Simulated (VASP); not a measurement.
Output of a VASP run:

OUTCAR:
```
 ion  position               nearest neighbor table
   1  0.333  0.667  0.125-   8 2.57   5 2.57   8 2.57   5 2.57   5 2.57   8 2.57   4 3.04
   2  0.667  0.333  0.625-   7 2.57   6 2.57   7 2.57   6 2.57   6 2.57   7 2.57   3 3.04
   3  0.667  0.333  0.875-   7 2.57   5 2.57   7 2.57   5 2.57   5 2.57   7 2.57   2 3.04
   4  0.333  0.667  0.375-   8 2.57   6 2.57   8 2.57   6 2.57   6 2.57   8 2.57   1 3.04
   5  0.000  0.000  0.000-   1 2.57   3 2.57   1 2.57   3 2.57   3 2.57   1 2.57   7 3.68   8 3.68
                             8 3.68   7 3.68   8 3.68   7 3.68
   6  0.000  0.000  0.500-   2 2.57   4 2.57   4 2.57   2 2.57   2 2.57   4 2.57   7 3.68   8 3.68
                             8 3.68   7 3.68   8 3.68   7 3.68
   7  0.333  0.667  0.750-   2 2.57   3 2.57   2 2.57   3 2.57   2 2.57   3 2.57   5 3.68   6 3.68
                             5 3.68   6 3.68   5 3.68   6 3.68
   8  0.667  0.333  0.250-   1 2.57   4 2.57   1 2.57   4 2.57   1 2.57   4 2.57   5 3.68   6 3.68
                             5 3.68   6 3.68   5 3.68   6 3.68
  LATTYP: Found a hexagonal cell.
 ALAT       =     3.6015810000
 C/A-ratio  =     3.3736261936
 Subroutine PRICEL returns:
 Original cell was already a primitive cell.
 Subroutine GETGRP returns: Found 24 space group operations
The static configuration has the point symmetry D_3d.
 The point group associated with its full space group is D_6h.
The dynamic configuration has the point symmetry D_3d.
The overall configuration has the point symmetry D_3d.
 Subroutine INISYM returns: Found 24 space group operations
 Subroutine IBZKPT returns following result:
 Found      4 irreducible k-points:

 Following reciprocal coordinates:
            Coordinates               Weight
  0.000000  0.000000  0.000000      1.000000
  0.250000  0.000000  0.000000      6.000000
  0.500000  0.000000  0.000000      3.000000
  0.250000  0.250000  0.000000      6.000000
   k-points           NKPTS =      4   k-points in BZ     NKDIM =      4   number of bands    NBANDS=     40
   number of dos      NEDOS =    301   number of ions     NIONS =      8
   total plane-waves  NPLWV =  28000
   dimension x,y,z NGX =    20 NGY =   20 NGZ =   70
   dimension x,y,z NGXF=    40 NGYF=   40 NGZF=  140
   ions per type =               4   4
   PREC   = accura    normal or accurate (medium, high low for compatibility)
   ISTART =      0    job   : 0-new  1-cont  2-samecut
   ICHARG =      2    charge: 1-file 2-atom 10-const
   ISPIN  =      2    spin polarized calculation?
   LNONCOLLINEAR =      F non collinear calculations
   LSORBIT =      F    spin-orbit coupling
   INIWAV =      1    electr: 0-lowe 1-rand  2-diag
   ENCUT  =  300.0 eV  22.05 Ry    4.70 a.u.   5.09  5.09 17.16*2*pi/ulx,y,z
   NELM   =    100;   NELMIN=  2; NELMDL= -5     # of ELM steps
   EDIFF  = 0.1E-05   stopping-criterion for ELM
   LREAL  =      F    real-space projection
   NLSPLINE    = F    spline interpolate recip. space projectors
   LMAXMIX     =    4 max onsite mixed and CHGCAR
   VOSKOWN=      0    Vosko Wilk Nusair interpolation
   EDIFFG = 0.1E-04   stopping-criterion for IOM
   NSW    =      0    number of steps for IOM
   NBLOCK =      1;   KBLOCK =      1    inner block; outer block
   IBRION =     -1    ionic relax: 0-MD 1-quasi-New 2-CG
   NFREE  =      0    steps in history (QN), initial steepest desc. (CG)
   ISIF   =      2    stress and relaxation
   ISYM   =      2    0-nonsym 1-usesym 2-fastsym
   TEIN   =    0.0    initial temperature
   TEBEG  =    0.0;   TEEND  =   0.0 temperature during run
   SMASS  =  -3.00    Nose mass-parameter (am)
   PSTRESS=    0.0 pullay stress
   NELECT =      60.0000    total number of electrons
   EFERMI =   0.00;   METHOD = LEGACY
   ISMEAR =     0;   SIGMA  =   0.14  broadening in eV -4-tet -1-fermi 0-gaus
   IALGO  =     38    algorithm
   LDIAG  =      T    sub-space diagonalisation (order eigenvalues)
   IMIX   =      4    mixing-type and parameters
     AMIX     =   0.40;   BMIX     =  1.00
     AMIX_MAG =   1.60;   BMIX_MAG =  1.00
     AMIN     =   0.10
   GGA     = PE    functional components
   VOSKOWN =     0    Vosko Wilk Nusair interpolation
   LHFCALC =     F    Hartree Fock is set to
   LHFONE  =     F    Hartree Fock one center treatment
   AEXX    =    0.0000 exact exchange contribution
   IVDW    =     0    specifies the selected vdW correction
   LEPSILON=     F    determine dielectric tensor
...
```

**OSZICAR**
```
       N       E                     dE             d eps       ncg     rms          rms(c)
DAV:   1     0.298937161443E+03    0.29894E+03   -0.17127E+04   640   0.101E+03
DAV:   2    -0.205974145095E+02   -0.31953E+03   -0.30742E+03   656   0.276E+02
DAV:   3    -0.395103121836E+02   -0.18913E+02   -0.17864E+02   768   0.787E+01
DAV:   4    -0.399715065258E+02   -0.46119E+00   -0.45986E+00   712   0.120E+01
DAV:   5    -0.399835559293E+02   -0.12049E-01   -0.12048E-01   816   0.206E+00    0.236E+01
DAV:   6    -0.480885771025E+02   -0.81050E+01   -0.72014E+01   728   0.105E+02    0.289E+01
DAV:   7    -0.379540693912E+02    0.10135E+02   -0.27504E+01   704   0.757E+01    0.755E+00
DAV:   8    -0.385311843212E+02   -0.57711E+00   -0.48346E+00   872   0.161E+01    0.579E+00
DAV:   9    -0.385604161043E+02   -0.29232E-01   -0.11146E+00   792   0.126E+01    0.233E+00
DAV:  10    -0.387043236940E+02   -0.14391E+00   -0.11435E-01   880   0.315E+00    0.139E+00
DAV:  11    -0.387824263913E+02   -0.78103E-01   -0.40054E-02   744   0.130E+00    0.717E-01
DAV:  12    -0.388032536698E+02   -0.20827E-01   -0.21596E-02   792   0.116E+00    0.196E-01
DAV:  13    -0.388035033207E+02   -0.24965E-03   -0.14106E-03   832   0.314E-01    0.980E-02
DAV:  14    -0.388034739494E+02    0.29371E-04   -0.26549E-04   832   0.167E-01    0.481E-02
DAV:  15    -0.388034838157E+02   -0.98664E-05   -0.34108E-05   808   0.452E-02    0.133E-02
DAV:  16    -0.388034830765E+02    0.73919E-06   -0.32139E-06   640   0.197E-02
   1 F= -.38803483E+02 E0= -.38787747E+02  d E =-.314713E-01  mag=     0.0001
```

**OUTCAR**
```
------------------------ aborting loop because EDIFF is reached ----------------------------------------
  FORCE on cell =-STRESS in cart. coord.  units (eV):
  Direction    XX          YY          ZZ          XY          YZ          ZX
  --------------------------------------------------------------------------------------
  Total        6.8361310      6.8361282      5.9648267      0.0000011     -0.0000000      0.0000000
  in kB       80.2442454     80.2442125     70.0166537      0.0000129     -0.0000000      0.0000000
  external PRESSURE =      76.8350372 kB  Pullay stress =       0.0000000 kB
  volume of cell :      136.49
      direct lattice vectors                 reciprocal lattice vectors
     3.601581000  0.000000000  0.000000000     0.277655841  0.160304663  0.000000000
    -1.800790000  3.119060000  0.000000000     0.000000000  0.320609414  0.000000000
     0.000000000  0.000000000 12.150388000     0.000000000  0.000000000  0.082301899
 POSITION                                       TOTAL-FORCE (eV/Angst)
 -----------------------------------------------------------------------------------
     -0.00000      2.07937      1.51880         0.000000     -0.000000      0.582750
      1.80079      1.03969      7.59399        -0.000000     -0.000000      0.582750
      1.80079      1.03969     10.63159        -0.000000      0.000000     -0.582750
     -0.00000      2.07937      4.55640         0.000000      0.000000     -0.582750
      0.00000      0.00000      0.00000        -0.000000      0.000000      0.000000
      0.00000      0.00000      6.07519         0.000000      0.000000      0.000000
     -0.00000      2.07937      9.11279        -0.000000     -0.000000      0.000000
      1.80079      1.03969      3.03760        -0.000000      0.000000      0.000000
 -----------------------------------------------------------------------------------
    total drift:                               -0.000636      0.000367     -0.000264
  FREE ENERGIE OF THE ION-ELECTRON SYSTEM (eV)
  ---------------------------------------------------
  free  energy   TOTEN  =       -38.8034830765 eV

  energy  without entropy=      -38.7720118254  energy(sigma->0) =      -38.78774745

 total charge

# of ion       s       p       d       tot
------------------------------------------
    1        0.479   0.416   8.485   9.379
    2        0.479   0.416   8.485   9.379
    3        0.479   0.416   8.485   9.379
    4        0.479   0.416   8.485   9.379
    5        1.153   1.242   0.071   2.465
    6        1.153   1.242   0.071   2.465
    7        1.144   1.237   0.074   2.455
    8        1.144   1.237   0.074   2.455
--------------------------------------------------
tot          6.508   6.622  34.228  47.358

 magnetization (x)

# of ion       s       p       d       tot
------------------------------------------
    1       -0.000  -0.000   0.000  -0.000
    2       -0.000  -0.000   0.000  -0.000
    3       -0.000  -0.000   0.000  -0.000
    4       -0.000  -0.000   0.000  -0.000
    5       -0.000  -0.000   0.000  -0.000
    6       -0.000  -0.000   0.000  -0.000
    7       -0.000  -0.000   0.000  -0.000
    8       -0.000  -0.000   0.000  -0.000
--------------------------------------------------
tot         -0.000  -0.000   0.000  -0.000
```
(Selected blocks of OUTCAR.)

POSCAR:
```
NiSb
1
    3.6015810000     0.0000000000     0.0000000000
   -1.8007900000     3.1190600000     0.0000000000
    0.0000000000     0.0000000000    12.1503880000
Ni Sb
4 4
Direct
  0.3333330000   0.6666670000   0.1250000000
  0.6666670000   0.3333330000   0.6250000000
  0.6666670000   0.3333330000   0.8750000000
  0.3333330000   0.6666670000   0.3750000000
  0.0000000000   0.0000000000   0.0000000000
  0.0000000000   0.0000000000   0.5000000000
  0.3333330000   0.6666670000   0.7500000000
  0.6666670000   0.3333330000   0.2500000000
```

Question: Reconstruct the remaining input files.

Answer: This is not unique; one that fits is the input of the run itself, PBE GGA, plane waves, VASP's PBE PAW potentials (set 64).

**KPOINTS**
```
K-points
0
Gamma
  4 4 1
```

**INCAR**
```
! general
SYSTEM =NiSb
PREC   =Accurate
ENCUT  =300
LREAL  =.False.
LASPH  =.True.

! electronic loop
EDIFF  =1E-6
NELM   =100
ALGO   =Normal
LMAXMIX=4

! smearing
ISMEAR =0
SIGMA  =0.136

! functional
GGA    =PE

! spin
ISPIN  =2
MAGMOM =4*2.0 4*0.0

! ions
ISIF   =2

! output
LWAVE  =.False.
LCHARG =.False.
LORBIT =11
```

POTCAR, in this order: Ni Sb (PBE.64 set). Program: vasp_std.

At this cut-off the stress carries a Pulay error, which pulls relaxed volumes low.

The structure was generated: NiSb was put into an ordered model structure, which need not be its known phase. The cell was not relaxed at this level. The k-mesh is coarse (spacing up to 0.52 per Å, 2π included), so the numbers may not be converged in it.
